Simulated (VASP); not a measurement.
An input for Ansatz (written as the equivalent of a VASP run, and not itself run):

Ansatz 0.2 input:
```yaml
crystal:
  lattice:
    - [0.0000000, 2.4926447, 2.4926447]
    - [2.4926447, 0.0000000, 2.4926447]
    - [2.4926447, 2.4926447, 0.0000000]
  atoms:
    - { symbol: Sr, position: [0.0000000, 0.0000000, 0.0000000] }
    - { symbol: O, position: [0.5000000, 0.5000000, 0.5000000] }
kpoints:
  mp_grid: { grid: [9, 9, 9] }
hamiltonian:
  xc: pbesol
  pseudopotentials: { kind: paw }
scf:
  occupations: { method: gaussian, width: 0.05 }
  max_iter: 100
relax:
  max_steps: 40
  f_tol: 0.02
  cell: { p_target: 10 }
output: { forces: true, stress: true, eigenvalues: true }
```

Task: Translate this input to VASP (INCAR, KPOINTS, POSCAR, choice of POTCAR).

Result: One answer among several that fit: 
### POSCAR
```
SrO
1.0
  0.0000000000   2.4926447171   2.4926447171
  2.4926447171   0.0000000000   2.4926447171
  2.4926447171   2.4926447171   0.0000000000
Sr O
1 1
Cart
  0.0000000000   0.0000000000   0.0000000000
  2.4926447171   2.4926447171   2.4926447171
```

**KPOINTS**
```
K-points
0
G
 9 9 9
```

### INCAR
```
NSW=40
ALGO=Normal
SIGMA=0.05   ! width (eV)
ISMEAR=0   ! Gaussian
NELM=100   ! most electronic steps
PREC=Accurate
EDIFFG=-0.02   ! ionic stop
ENCUT=620   ! plane-wave cut-off (eV)
SYSTEM=SrO
EDIFF=1E-6
LWAVE=.FALSE.
PSTRESS=100   ! kbar
LASPH=.TRUE.
LREAL=.FALSE.   ! projection in real space or not
GGA=PS   ! PBEsol
IBRION=2   ! conjugate gradients
LCHARG=.FALSE.
LMAXMIX=4   ! l cut-off of mixed one-centre charges
ISIF=3   ! ions, shape and volume
```

POTCAR, in this order: Sr_sv O (PBE.64 set). Program: vasp_std.

Limits of the translation: each code has its own PAW files, so the cut-off isn't converted (ENCUT is set for VASP's; basis.ecutwfc is left out, and Ansatz then takes the one that its files recommend); Ansatz stops its SCF on the density residual and VASP on the energy change (EDIFF).

The structure was generated: SrO was put into the rock salt type (Fm-3m), which need not be its known phase. It was relaxed first under an external pressure of 10 GPa.
